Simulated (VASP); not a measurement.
VASP input:

**INCAR**
```
SYSTEM = Cu3Sn
PREC = Accurate
ENCUT = 400
EDIFF = 1E-6
NELM = 100
ALGO = Normal
LREAL = .FALSE.
LASPH = .TRUE.
ISMEAR = 1
SIGMA = 0.1
LMAXMIX = 4
LWAVE = .FALSE.
LCHARG = .FALSE.
IBRION = 2
ISIF = 3
NSW = 60
EDIFFG = -0.02
```

KPOINTS:
```
Regular mesh
0
gamma
  8 8 8
```

**POSCAR**
```
Cu3Sn
1.0
  0.0000000000   2.9898259713   2.9898259713
  2.9898259713   0.0000000000   2.9898259713
  2.9898259713   2.9898259713   0.0000000000
Cu Sn
3 1
Direct
  0.5000000000   0.5000000000   0.5000000000
  0.7500000000   0.7500000000   0.7500000000
  0.2500000000   0.2500000000   0.2500000000
  0.0000000000   0.0000000000   0.0000000000
```

POTCAR, in this order: Cu Sn_d (LDA.64 set). Program: vasp_std.

Task: Write an equivalent input for Quantum ESPRESSO's pw.x.

Result: One equivalent input (not run):
```
&CONTROL
  calculation = 'vc-relax'
  pseudo_dir = './pseudo'
  outdir = './out'
  tprnfor = .true.
  tstress = .true.
  nstep = 60
  forc_conv_thr = 0.00078
/
&SYSTEM
  ibrav = 0
  nat = 4
  ntyp = 2
  ecutwfc = 92
  occupations = 'smearing'
  smearing = 'methfessel-paxton'
  degauss = 0.00735
  input_dft = 'pz'
/
&ELECTRONS
  conv_thr = 7.3e-08
  electron_maxstep = 100
/
&IONS
/
&CELL
/
ATOMIC_SPECIES
  Cu 63.546 Cu.upf
  Sn 118.710 Sn.upf
CELL_PARAMETERS angstrom
    -0.0000000    2.9898260    2.9898260
     2.9898260   -0.0000000    2.9898260
     2.9898260    2.9898260   -0.0000000
ATOMIC_POSITIONS crystal
  Cu   0.5000000  0.5000000  0.5000000
  Cu   0.7500000  0.7500000  0.7500000
  Cu   0.2500000  0.2500000  0.2500000
  Sn   0.0000000  0.0000000  0.0000000
K_POINTS automatic
  8 8 8 0 0 0
```
What does not carry over: the potentials are each code's own (VASP's PAW set, PseudoDojo norm-conserving files in pw.x), so ENCUT and ecutwfc are chosen apart and not converted; conv_thr bounds pw.x's estimated SCF error, while EDIFF bounds the energy change between steps; forc_conv_thr acts on force components and is met together with etot_conv_thr.

The structure comes from a computed database's Cu3Sn entry (Fm-3m); how it stands against other phases isn't given here. This run relaxes it. Symmetry was kept, so distortions that lower it aren't found. The start is the result of an earlier pass.
